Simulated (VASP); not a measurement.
K₂S (antifluorite):

```
K2S
1.0
    0.00000     3.70500     3.70500
    3.70500     0.00000     3.70500
    3.70500     3.70500     0.00000
K S
2 1
Direct
  0.25000   0.25000   0.25000
  0.75000   0.75000   0.75000
  0.00000   0.00000   0.00000
```

The lowest empty band near Γ, direction [110], from PBE with spin-orbit coupling in VASP (PAW); its two spin partners are averaged. The gap over the points computed is 2.36 eV, and the next band on that side lies 3.09 eV away at the edge.

Settings: 400 eV cut-off, 6×6×6 Γ-centred mesh, Gaussian smearing of 0.050 eV, potentials K_sv S.

```
distance from the edge in k (1/Å)  distance in energy (meV)
---------------------------------  ------------------------
0.018                                                   3.4
0.025                                                   6.6
0.035                                                  12.9
0.050                                                  26.2
0.070                                                  51.1
```

**Question.** Fit E(1 + αE) = ħ²k²/2m* (ħ²/2m0 = 3.810 eV Å²) and predict the row at 0.095 1/Å.

**Answer.** The rows don't resolve α, so a parabola serves: the electron mass is m* = 0.365 m0, and so 94.3 meV. The run gave 93.0 meV, -1.3 meV from the fit.

Left out are points under 3 meV from the edge, since the levels carry 0.1 meV, and points farther than half the way to the next band.

The compound is K2S in the antifluorite structure. The cell was not relaxed at this level.
